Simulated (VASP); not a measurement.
Data:

```xyz
2
Lattice="2.8188 0.0000 0.0000 0.0000 2.8188 0.0000 0.0000 0.0000 2.8188" Properties=species:S:1:pos:R:3 pbc="T T T"
Al     1.4094     1.4094     1.4094
Co     0.0000     0.0000     0.0000
```

The numbers are results of MS2 meta-GGA, VASP's PBE PAW potentials (set 64) (plane waves; VASP), not measurements. Numerical set-up: 520 eV cut-off, 14×14×14 Γ-centred mesh, tetrahedra with Blöchl corrections, potentials Al Co.

Problem. Estimate the energy per atom (σ→0), band gap (over mesh and band path) with the smallest direct gap where there is one.

Solution. 
- band gap (over mesh and band path): none (metal, semimetal or under 0.01 eV)
- energy per atom (σ→0): -9362 meV/atom

The compound is CoAl in the CsCl type structure. It was relaxed first. The run is not spin-polarised, so no magnetic state was tried.
